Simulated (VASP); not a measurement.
Given:

```yaml
crystal:
  lattice:
    - [4.00755, 0.00000, 0.00000]
    - [0.00000, 4.00755, 0.00000]
    - [0.00000, 0.00000, 4.05414]
  atoms:
    - { symbol: Ba, position: [0.00000, 0.00000, 0.99953] }
    - { symbol: Ti, position: [0.50000, 0.50000, 0.51214] }
    - { symbol: O, position: [0.50000, 0.50000, 0.97926] }
    - { symbol: O, position: [0.00000, 0.50000, 0.48654] }
    - { symbol: O, position: [0.50000, 0.00000, 0.48654] }
```

The numbers are results of revTPSS meta-GGA, VASP's PBE PAW potentials (set 64) (plane waves; VASP 6.6.1), not measurements. Run with 520 eV cut-off, 6×6×6 Γ-centred mesh, tetrahedra with Blöchl corrections, potentials Ba_sv Ti_sv O.

Unless said otherwise, spin-orbit coupling is left out, though it shifts the bands of the heavy elements here.

Task: Give the energies of bands 12 to 23 at the high-symmetry points, in eV from the valence-band maximum.

Result: 
```json
[
 {"band": "12", "Γ": "-2.44", "X": "-4.02", "M": "-4.37", "Z": "-4.03", "R": "-4.34", "A": "-4.55"},
 {"band": "13", "Γ": "-2.41", "X": "-2.88", "M": "-4.15", "Z": "-2.87", "R": "-4.16", "A": "-3.82"},
 {"band": "14", "Γ": "-2.41", "X": "-2.88", "M": "-3.83", "Z": "-2.87", "R": "-3.82", "A": "-3.81"},
 {"band": "15", "Γ": "-1.27", "X": "-2.27", "M": "-2.80", "Z": "-2.04", "R": "-2.84", "A": "-2.54"},
 {"band": "16", "Γ": "-1.27", "X": "-2.00", "M": "-2.80", "Z": "-2.00", "R": "-2.72", "A": "-2.52"},
 {"band": "17", "Γ": "-1.18", "X": "-1.90", "M": "-1.84", "Z": "-1.97", "R": "-1.79", "A": "-2.52"},
 {"band": "18", "Γ": "-0.35", "X": "-1.77", "M": "-1.01", "Z": "-1.97", "R": "-0.98", "A": "-0.12"},
 {"band": "19", "Γ": "-0.32", "X": "-0.99", "M": "-1.01", "Z": "-0.73", "R": "-0.96", "A": "-0.12"},
 {"band": "20", "Γ": "-0.32", "X": "-0.88", "M": "-0.08", "Z": "-0.73", "R": "-0.20", "A": "0.00"},
 {"band": "21", "Γ": "1.83", "X": "2.19", "M": "3.63", "Z": "1.99", "R": "3.60", "A": "4.22"},
 {"band": "22", "Γ": "2.05", "X": "3.58", "M": "3.63", "Z": "3.59", "R": "3.60", "A": "4.22"},
 {"band": "23", "Γ": "2.05", "X": "3.61", "M": "4.01", "Z": "3.59", "R": "3.97", "A": "4.25"}
]
```

The gap is indirect, 1.83 eV, from the valence maximum at A to the conduction minimum at Γ.

The compound is BaTiO3 in the tetragonal perovskite structure. It was relaxed first.
